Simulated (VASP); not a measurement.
An input for Quantum ESPRESSO's pw.x (written as the equivalent of a VASP run, and not itself run):

```
&CONTROL
  calculation = 'scf'
  pseudo_dir = './pseudo'
  outdir = './out'
  tprnfor = .true.
  tstress = .true.
/
&SYSTEM
  ibrav = 0
  nat = 8
  ntyp = 3
  ecutwfc = 84
  occupations = 'tetrahedra'
  input_dft = 'pbesol'
/
&ELECTRONS
  conv_thr = 7.3e-09
  electron_maxstep = 100
/
ATOMIC_SPECIES
  Zr 91.224 Zr.upf
  N 14.007 N.upf
  Sc 44.956 Sc.upf
CELL_PARAMETERS angstrom
    -0.0000000    2.2663235    2.2663235
     2.2663235   -0.0000000    2.2663235
     9.0709815    9.0709815   -0.0056875
ATOMIC_POSITIONS crystal
  Zr   0.0018818  0.0018818  0.9985887
  Zr   1.0000000  0.0000000  0.2500000
  Zr   0.9981182  0.9981182  0.5014113
  N    0.5018561  0.5018561  0.1236079
  N    0.4981439  0.4981439  0.3763921
  N    0.4980344  0.4980344  0.6264742
  N    0.5019656  0.5019656  0.8735258
  Sc   1.0000000  0.0000000  0.7500000
K_POINTS automatic
  13 13 4 0 0 0
```

**Question.** Translate this input to VASP (INCAR, KPOINTS, POSCAR, choice of POTCAR).

**Answer.** Several could match; the one computed here: 
File POSCAR:
```
ScZr3N4
1
   -0.0000000000     2.2663235131     2.2663235131
    2.2663235131    -0.0000000000     2.2663235131
    9.0709815402     9.0709815402    -0.0056874879
Zr N Sc
3 4 1
Direct
  0.0018817543   0.0018817543   0.9985886842
  1.0000000000   0.0000000000   0.2500000000
  0.9981182457   0.9981182457   0.5014113158
  0.5018561274   0.5018561274   0.1236079045
  0.4981438726   0.4981438726   0.3763920955
  0.4980343820   0.4980343820   0.6264742135
  0.5019656180   0.5019656180   0.8735257865
  1.0000000000   0.0000000000   0.7500000000
```

INCAR:
```
! general
SYSTEM   =  ScZr3N4
PREC     =  Accurate
ENCUT    =  520
LREAL    =  .FALSE.   ! projection in real space or not
LASPH    =  .TRUE.

! electronic loop
EDIFF    =  1E-7   ! SCF stop (eV)
NELM     =  100
ALGO     =  Normal   ! blocked Davidson
LMAXMIX  =  4   ! l cut-off of mixed one-centre charges

! smearing
ISMEAR   =  -5   ! tetrahedra, Bloechl

! functional
GGA      =  PS   ! PBEsol

! ions
ISIF     =  2

! output
LWAVE    =  .FALSE.
LCHARG   =  .TRUE.
LORBIT   =  11   ! lm-projected
NEDOS    =  601   ! DOS grid

! other
LEFG     =  .TRUE.
```

KPOINTS:
```
Automatic mesh
0
Gamma
  13 13 4
```

POTCAR, in this order: Zr_sv N Sc_sv (PBE.64 set). Program: vasp_std.

What does not carry over: the potentials are each code's own (VASP's PAW set, PseudoDojo norm-conserving files in pw.x), so ENCUT and ecutwfc are chosen apart and not converted; conv_thr bounds pw.x's estimated SCF error, while EDIFF bounds the energy change between steps; the field gradients of LEFG aren't asked of the other code.

The structure was generated: ScZr3N4 was put into an ordered model structure (R-3m), which need not be its known phase. It was relaxed first.
